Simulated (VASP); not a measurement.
VASP runs on AuZn (space group Pm-3m) share one base input (PBE GGA, plane waves, VASP's PBE PAW potentials (set 64)) and change the settings named in each case.

### KPOINTS
```
Regular mesh
0
gamma
 10 10 10
```

### POSCAR
```
AuZn
1
    3.1500000000     0.0000000000     0.0000000000
    0.0000000000     3.1500000000     0.0000000000
    0.0000000000     0.0000000000     3.1500000000
Zn Au
1 1
Direct
  0.5000000000   0.5000000000   0.5000000000
  0.0000000000   0.0000000000   0.0000000000
```

INCAR:
```
SYSTEM  =  AuZn
PREC  =  Accurate; ENCUT  =  300; LREAL  =  .FALSE.
LASPH  =  .TRUE.
EDIFF  =  1E-6; NELM  =  100; ALGO  =  Normal
LMAXMIX  =  6
ISMEAR  =  1; SIGMA  =  0.2
GGA  =  PE
ISIF  =  2
LWAVE  =  .FALSE.; LCHARG  =  .FALSE.
```

POTCAR, in this order: Zn Au (PBE.64 set). Program: vasp_std.

```json
[
 {"change": "base run", "E(σ→0) (eV/atom)": "-2.3709", "pressure (GPa)": "3.91", "−TS (eV)": "-0.0004"},
 {"change": "NBANDS = 12", "E(σ→0) (eV/atom)": "-2.3709", "pressure (GPa)": "3.92", "−TS (eV)": "-0.0004"},
 {"change": "EDIFF = 1E-06", "E(σ→0) (eV/atom)": "-2.3709", "pressure (GPa)": "3.91", "−TS (eV)": "-0.0004"},
 {"change": "ISMEAR = -1", "E(σ→0) (eV/atom)": "-2.3707", "pressure (GPa)": "4.11", "−TS (eV)": "-0.0620"},
 {"change": "ENCUT = 180", "E(σ→0) (eV/atom)": "-1.6240", "pressure (GPa)": "-126.56", "−TS (eV)": "-0.0004"},
 {"change": "ENCUT = 180", "E(σ→0) (eV/atom)": "-1.6240", "pressure (GPa)": "-126.56", "−TS (eV)": "-0.0004"},
 {"change": "SIGMA = 0.3, KPOINTS 7×7×7 Γ-centred mesh", "E(σ→0) (eV/atom)": "-2.3756", "pressure (GPa)": "3.69", "−TS (eV)": "-0.0057"}
]
```
 Energies of different potentials or functionals have different zeros.  Unless said otherwise, spin-orbit coupling is left out, though it shifts the bands of the heavy elements here.

Left out are runs that ran out of time, are held back, or changed the cell or the kind of run, fixed moments of cells without a moment, rows past the twelfth, gaps on odd meshes, pressures of charged cells and columns that move by less than the noise.

The structure is a typed AuZn crystal. The cell was not relaxed at this level. The electron count is odd and the run is not spin-polarised, which forces a metal.
